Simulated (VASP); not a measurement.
The system is P4, in a box.

```
CELL_PARAMETERS angstrom
12.00000 0.00000 0.00000
0.00000 12.50000 0.00000
0.00000 0.00000 13.00000
ATOMIC_POSITIONS crystal
P 0.56463 0.56204 0.55965
P 0.56463 0.43796 0.44035
P 0.43537 0.56204 0.44035
P 0.43537 0.43796 0.55965
```

Base run:

```yaml
Program: VASP 6.6.1
Functional: PBEsol
Potentials_or_basis: VASP PAW PBE potentials, release 64 (P)
Cutoff: 520 eV
k_mesh: 1 × 1 × 1
Occupations: gaussian, width 0.02 eV
Spin: no spin polarisation
```

Its results: gap between the frontier levels 4.99 eV.

Q: The run is repeated on the same cell with these changes: functional from PBEsol to r2SCAN; further incar settings from ALGO = Fast; EDIFF = 1e-06 to ALGO = Normal; EDIFF = 1e-06. What comes out?

A: Gap between the frontier levels 5.39 eV.

